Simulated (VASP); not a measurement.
Data:

```yaml
crystal:
  lattice:
    - [1.19886, 0.69216, 3.94230]
    - [-1.19886, 0.69216, 3.94230]
    - [0.00000, -1.38432, 3.94230]
  atoms:
    - { symbol: Fe, position: [0.00000, 0.00000, 0.00000] }
    - { symbol: Co, position: [0.50000, 0.50000, 0.50000] }
```

Method: PBEsol GGA, VASP's PBE PAW potentials (set 64) (plane waves; VASP). Settings: 400 eV cut-off, 20×20×20 Γ-centred mesh, tetrahedra with Blöchl corrections, potentials Fe Co.

**Question.** Predict the energy per atom (σ→0), band gap (on the k-mesh) with the smallest direct gap where there is one.

**Answer.** 
```json
{
  "band gap (on the k-mesh)": "none (metal, semimetal or under 0.01 eV)",
  "energy per atom (σ→0)": "-8.226 eV/atom"
}
```

The structure was generated: FeCo was put into the CuPt type (R-3m), which need not be its known phase. It was relaxed first, which changed the volume by +9 %. The run is not spin-polarised, so no magnetic state was tried. The electron count is odd and the run is not spin-polarised, which forces a metal.
